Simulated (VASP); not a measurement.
# Si2P in VASP: further runs, part 2 of 2

VASP 6.6.1. The steps go on from the part before.

## (5) Relaxation of cell and atoms, PBE

This run uses another cell than the first one, of 20.32 Å³/atom, 1.052 times its volume.

INCAR

```
SYSTEM = Si2P
  PREC = Normal
  ENCUT = 520
  EDIFF = 1E-4
  ISMEAR = 0
  SIGMA = 0.15
  LREAL = .False.
  LASPH = .True.
  NELM = 60
  ALGO = Fast
  ISIF = 3
  LWAVE = .False.
  LCHARG = .False.
  GGA = PE
  IBRION = 2
  NSW = 24
  EDIFFG = -0.08
```

KPOINTS

```
regular mesh
0
Gamma
  5 5 7
  0 0 0
```

POSCAR

```
Si2P
1.0
    3.0195237000     -3.2118425400      0.0000000000
    3.0195237000      3.2118425400      0.0000000000
    0.0000000000      0.0000000000      3.1423865500
Si P
2 1
Direct
    0.0000000000      0.5000000000      0.5000000000
    0.5000000000      0.0000000000      0.5000000000
    0.5000000000      0.5000000000      0.0000000000
```

Started as:

```
> cat potpaw_PBE.64/Si/POTCAR potpaw_PBE.64/P/POTCAR > POTCAR
> mpirun -np 1 vasp_std > vasp.out
```

Run time: 27 s. Hardware: 1 thread of AMD EPYC 9R45 (Zen 5), shared host; peak memory 0.12 GiB.

Results (log left out):

```yaml
Free_energy: -15.0450 eV
Relaxed_volume: 16.49 Å³/atom
Relaxed_cell: a = 3.641 Å, b = 3.641 Å, c = 3.733 Å, α = 90.00°, β = 90.00°, γ = 90.07°
Space_group_after_relaxing_to_0.05_Å: P4/mmm (No. 123)
Energy_gained_by_relaxing: 352.1 meV/atom
Ionic_steps: 12
Pressure_after_relaxing: 0.4 GPa
Band_gap_on_the_k_mesh: none (metal or under the smearing width)
```

Stress tensor (GPa, compression positive):
```
0.25 0.00 0.00
0.00 0.12 0.00
0.00 0.00 0.72
```

Step by step:
```
step  energy change (eV)  largest force (eV/Å)  pressure (GPa)  volume (Å³)
   1              0.0000                0.0000          -10.79        60.95
   2             -0.6064                0.0000           -0.30        49.61
   3             -0.6173                0.0000            1.70        48.42
   4             -0.7296                0.0000            2.32        48.17
   5             -0.8729                0.0000            2.97        47.69
   6             -0.9754                0.0000            7.00        46.22
   7             -1.0340                0.0000           -0.43        49.96
   8             -1.0458                0.0000            1.31        48.93
   9             -1.0459                0.0000            1.48        48.80
  10             -1.0560                0.0000            0.70        49.37
  11             -1.0562                0.0000            0.36        49.52
  12             -1.0563                0.0000            0.37        49.48
```

Final structure:
```
Si P
1.0
     2.57259   -2.57594    0.00000
     2.57259    2.57594    0.00000
     0.00000    0.00000    3.73326
Si P
2 1
Direct
  0.00000 0.50000 0.50000
  0.50000 0.00000 0.50000
  0.50000 0.50000 0.00000
```

Levels at points of the mesh, in eV from the Fermi level:
| k point | band 4 | band 5 | band 6 | band 7 | band 8 | band 9 |
| --- | --- | --- | --- | --- | --- | --- |
| (0.00, 0.00, 0.00) | -4.33 | -4.32 | -2.69 | 0.53 | 3.31 | 3.33 |

Caveat: the volume moved by over 15 % at a fixed basis, so the end points are rough; the relaxation stopped at a loose force limit of 0.08 eV/Å, so its end isn't a converged minimum.

## (6) Relaxation of cell and atoms, PBE

This run uses another cell than the first one: it holds 6 atoms, not 3.

INCAR is that of step 5.

KPOINTS

```
regular mesh
0
Gamma
  6 6 2
  0 0 0
```

POSCAR

```
Si2P
1.0
    3.0163994400      0.0000000000      0.0000000000
    0.0000000000      3.0163994400      0.0000000000
    0.0000000000      0.0000000000     10.7417606500
Si P
4 2
Direct
    0.0000000000      0.0000000000      0.8151770200
    0.0000000000      0.0000000000      0.1848229800
    0.0000000000      0.0000000000      0.5000000000
    0.5000000000      0.5000000000      0.0000000000
    0.5000000000      0.5000000000      0.3363732700
    0.5000000000      0.5000000000      0.6636267300
```

Potentials or basis: VASP PAW PBE potentials, release 64 (Si, P).

Started as:

```
> cat potpaw_PBE.64/Si/POTCAR potpaw_PBE.64/P/POTCAR > POTCAR
> mpirun -np 1 vasp_std > vasp.out
```

Run time: 54 s. Hardware: 1 thread of AMD EPYC 9R45 (Zen 5), shared host; peak memory 0.13 GiB.

The run converged. Its results:

| Item | Value |
| --- | --- |
| Free energy | -29.4712 eV |
| Relaxed volume | 14.47 Å³/atom |
| Relaxed cell | a = 3.100 Å, b = 3.100 Å, c = 9.033 Å, α = 90.00°, β = 90.00°, γ = 90.00° |
| Space group after relaxing (to 0.05 Å) | P4/mmm (No. 123) |
| Energy gained by relaxing | 123.1 meV/atom |
| Ionic steps | 15 |
| Pressure after relaxing | 0.5 GPa |
| Largest force after relaxing | 0.033 eV/Å |

Forces on the atoms (eV/Å):
```
Si   0.000  0.000  0.027
Si   0.000  0.000 -0.027
Si   0.000  0.000  0.000
Si   0.000  0.000  0.000
P    0.000  0.000 -0.033
P    0.000  0.000  0.033
```

Stress tensor (GPa, compression positive):
```
 0.77  0.00  0.00
 0.00  0.77  0.00
 0.00  0.00 -0.17
```

The path:
```csv
step,energy change (eV),largest force (eV/Å),pressure (GPa),volume (Å³)
1,0.0000,0.1432,-6.87,97.74
2,-0.3658,0.2416,-0.43,88.14
3,-0.3881,0.3053,1.66,85.94
4,-0.5072,0.3722,2.07,86.07
5,-0.5442,0.4190,1.69,86.09
6,-0.6551,0.2290,1.25,86.06
7,-0.6547,0.4398,1.53,85.65
8,-0.6875,0.3592,0.96,85.82
9,-0.7033,0.2679,1.17,85.97
10,-0.7050,0.2982,1.09,85.93
11,-0.7053,0.2859,1.15,85.94
12,-0.7163,0.2200,-1.01,87.92
13,-0.7248,0.2014,-0.63,87.67
14,-0.7333,0.1223,-0.25,87.31
15,-0.7384,0.0328,0.45,86.79
```

Final structure:
```cif
data_structure
_symmetry_space_group_name_H-M 'P 1'
_symmetry_Int_Tables_number 1
_cell_length_a 3.0997
_cell_length_b 3.0997
_cell_length_c 9.0330
_cell_angle_alpha 90.000
_cell_angle_beta 90.000
_cell_angle_gamma 90.000
_cell_volume 86.79
loop_
_atom_site_label
_atom_site_type_symbol
_atom_site_fract_x
_atom_site_fract_y
_atom_site_fract_z
_atom_site_occupancy
Si1 Si 0.00000 0.00000 0.82007 1
Si2 Si 0.00000 0.00000 0.17993 1
Si3 Si 0.00000 0.00000 0.50000 1
Si4 Si 0.50000 0.50000 0.00000 1
P1 P 0.50000 0.50000 0.32680 1
P2 P 0.50000 0.50000 0.67320 1
```

Levels at points of the mesh, in eV from the Fermi level:
| k point | band 10 | band 11 | band 12 | band 13 | band 14 | band 15 |
| --- | --- | --- | --- | --- | --- | --- |
| (0.00, 0.00, 0.00) | -0.86 | -0.70 | 0.80 | 1.18 | 1.18 | 2.26 |
| (0.50, 0.00, 0.00) | -3.72 | 0.67 | 1.36 | 2.06 | 2.61 | 3.33 |
| (0.50, 0.50, 0.00) | -4.86 | -4.54 | -4.54 | -1.88 | -1.78 | -0.35 |
| (0.00, 0.00, 0.50) | -1.16 | -0.25 | 0.33 | 2.02 | 2.02 | 2.63 |
| (0.50, 0.00, 0.50) | -0.78 | -0.38 | 0.27 | 0.74 | 1.23 | 2.86 |
| (0.50, 0.50, 0.50) | -3.90 | -3.35 | -3.33 | -3.33 | -2.82 | -2.66 |

Caveat: the bands computed are all filled at some k points, so no gap is given; the relaxation stopped at a loose force limit of 0.08 eV/Å, so its end isn't a converged minimum.

## (7) Relaxation of cell and atoms, PBE

This run uses another cell than the first one: it holds 6 atoms, not 3.

INCAR is that of step 6.

KPOINTS

```
regular mesh
0
Gamma
  5 5 3
  0 0 0
```

POSCAR

```
Si2P
1.0
    3.7872551000      0.0000000000      0.0000000000
    0.0000000000      3.7872551000      0.0000000000
    0.0000000000      0.0000000000      6.3084072000
Si P
4 2
Direct
    0.0000000000      0.0000000000      0.0000000000
    0.5000000000      0.5000000000      0.0000000000
    0.5000000000      0.0000000000      0.6700000200
    0.0000000000      0.5000000000      0.3299999800
    0.5000000000      0.0000000000      0.2649999900
    0.0000000000      0.5000000000      0.7350000100
```

Started as:

```
> cat potpaw_PBE.64/Si/POTCAR potpaw_PBE.64/P/POTCAR > POTCAR
> mpirun -np 1 vasp_std > vasp.out
```

It took 43 s on 1 thread of AMD EPYC 9R45 (Zen 5), shared host; peak memory 0.13 GiB.

The run converged. Its results:

```yaml
Free_energy: -30.2258 eV
Relaxed_volume: 16.47 Å³/atom
Relaxed_cell: a = 3.430 Å, b = 3.430 Å, c = 8.398 Å, α = 90.00°, β = 90.00°, γ = 90.00°
Space_group_after_relaxing_to_0.05_Å: P4/nmm (No. 129)
Energy_gained_by_relaxing: 265.2 meV/atom
Ionic_steps: 17
Pressure_after_relaxing: 0.1 GPa
Largest_force_after_relaxing: 0.065 eV/Å
Band_gap_on_the_k_mesh: none (metal or under the smearing width)
```

Forces on the atoms (eV/Å):
```
Si   0.000  0.000  0.000
Si   0.000  0.000  0.000
Si   0.000  0.000 -0.065
Si   0.000  0.000  0.065
P    0.000  0.000 -0.057
P    0.000  0.000  0.057
```

Stress tensor (GPa, compression positive):
```
 0.22  0.00  0.00
 0.00  0.22  0.00
 0.00  0.00 -0.04
```

Step by step:
| step | energy change (eV) | largest force (eV/Å) | pressure (GPa) | volume (Å³) |
| --- | --- | --- | --- | --- |
| 1 | 0.0000 | 1.8537 | 2.93 | 90.48 |
| 2 | -0.4340 | 1.4186 | -1.17 | 94.11 |
| 3 | -0.6858 | 0.9701 | -4.83 | 97.85 |
| 4 | -0.7680 | 0.2692 | -9.35 | 105.40 |
| 5 | -0.8087 | 0.4290 | -8.14 | 102.81 |
| 6 | -1.0641 | 0.3106 | -6.85 | 100.40 |
| 7 | -1.3999 | 0.4246 | 1.89 | 92.94 |
| 8 | -1.4878 | 0.2445 | 1.42 | 93.52 |
| 9 | -1.5445 | 0.2675 | 2.22 | 94.91 |
| 10 | -1.5471 | 0.2284 | 1.85 | 94.74 |
| 11 | -1.5670 | 0.2617 | -0.16 | 97.22 |
| 12 | -1.5673 | 0.2700 | -0.87 | 98.04 |
| 13 | -1.5808 | 0.1915 | -0.95 | 98.71 |
| 14 | -1.5879 | 0.0947 | -0.74 | 99.99 |
| 15 | -1.5885 | 0.1165 | -0.90 | 99.72 |
| 16 | -1.5890 | 0.0942 | 0.94 | 98.01 |
| 17 | -1.5915 | 0.0651 | 0.13 | 98.80 |

Final structure:
```
Si P
1.0
     3.42991    0.00000    0.00000
     0.00000    3.42991    0.00000
     0.00000    0.00000    8.39843
Si P
4 2
Direct
  0.00000 0.00000 0.00000
  0.50000 0.50000 0.00000
  0.50000 0.00000 0.65086
  0.00000 0.50000 0.34914
  0.50000 0.00000 0.36089
  0.00000 0.50000 0.63911
```

Levels at points of the mesh, in eV from the Fermi level:
| k point | band 10 | band 11 | band 12 | band 13 | band 14 | band 15 |
| --- | --- | --- | --- | --- | --- | --- |
| (0.00, 0.00, 0.00) | -1.89 | -1.32 | -1.32 | -0.56 | 0.29 | 1.21 |

Caveat: this functional lacks dispersion, which binds the layers, so the pressure and a relaxed spacing across them are unreliable; the relaxation stopped at a loose force limit of 0.08 eV/Å, so its end isn't a converged minimum.

## (8) The runs side by side

| k mesh | gap on the mesh (eV) | pressure (GPa) | relaxed volume (Å³/atom) | largest force (eV/Å) |
| --- | --- | --- | --- | --- |
| 6 × 6 × 5 | none | 0.3 | 15.57 | 0.07 |
| 6 × 6 × 6 | none | 0.0 | 15.68 | - |
| 5 × 5 × 7 | none | 0.4 | 16.49 | - |
| 6 × 6 × 2 | - | 0.5 | 14.47 | 0.03 |
| 5 × 5 × 3 | none | 0.1 | 16.47 | 0.07 |

Alike in all rows: task relaxation of cell and atoms; level PBE; potentials or basis VASP PAW PBE potentials, release 64 (Si, P); no spin polarisation; cell relaxed; cutoff (eV) 520; smearing gaussian 0.15 eV.

Caveats: the relaxation stopped at a loose force limit of 0.08 eV/Å, so its end isn't a converged minimum; the volume moved by over 15 % at a fixed basis, so the end points are rough (some runs); the bands computed are all filled at some k points, so no gap is given (some runs); this functional lacks dispersion, which binds the layers, so the pressure and a relaxed spacing across them are unreliable (some runs).

Total energies depend on the potentials used, so only differences within one code and one set of settings carry meaning.
